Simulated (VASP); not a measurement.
Given:

```
CELL_PARAMETERS angstrom
      0.00000     2.88055     2.88055
      2.88055     0.00000     2.88055
      2.88055     2.88055     0.00000
ATOMIC_POSITIONS crystal
  Ga 0.00000 0.00000 0.00000
  As 0.25000 0.25000 0.25000
```

Level of theory: PBE GGA, VASP's PBE PAW potentials (set 64) (plane waves; VASP). Numerical set-up: 480 eV cut-off, 7×7×7 Γ-centred mesh, Gaussian smearing of 0.050 eV, potentials Ga As.

**Question.** What does the run give for the energy per atom (σ→0), band gap (on the k-mesh) with the smallest direct gap where there is one?

**Answer.** 
```json
{
 "band gap (on the k-mesh)": "0.16 eV",
 "smallest direct gap (on the k-mesh)": "0.16 eV",
 "energy per atom (σ→0)": "-4.139 eV/atom"
}
```

Only differences to runs with the same potentials and settings are physical.

The compound is GaAs in the zinc blende structure. It was relaxed first, which changed the volume by +6 %. The start is the result of an earlier pass.
